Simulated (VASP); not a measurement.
Data:

```
GaHg3
1.0
   -2.29438     2.29438     4.24661
    2.29438    -2.29438     4.24661
    2.29438     2.29438    -4.24661
Ga Hg
1 3
Direct
  0.00000   0.00000   0.00000
  0.75000   0.25000   0.50000
  0.25000   0.75000   0.50000
  0.50000   0.50000   0.00000
```

All values below come from PBEsol GGA, VASP's PBE PAW potentials (set 64) (plane waves; VASP 6.6.1). Settings: 400 eV cut-off, 11×11×11 Γ-centred mesh, tetrahedra with Blöchl corrections, potentials Ga_d Hg.

The cores are frozen, which limits the accuracy of field gradients.

Question: Give the principal components of the electric field gradient (V/Å²) and the asymmetry η at each nucleus.

Answer: 
```json
[
 {"atom": "Ga1", "Vxx": "4.5", "Vyy": "4.5", "Vzz": "-8.9", "η": "0.00"},
 {"atom": "Hg2", "Vxx": "14.4", "Vyy": "14.4", "Vzz": "-28.8", "η": "0.00"},
 {"atom": "Hg3", "Vxx": "14.4", "Vyy": "14.4", "Vzz": "-28.8", "η": "0.00"},
 {"atom": "Hg4", "Vxx": "12.3", "Vyy": "12.3", "Vzz": "-24.6", "η": "0.00"}
]
```

The structure comes from a computed database's GaHg3 entry (I4/mmm); how it stands against other phases isn't given here. It was relaxed first, which changed the volume by -13 %.
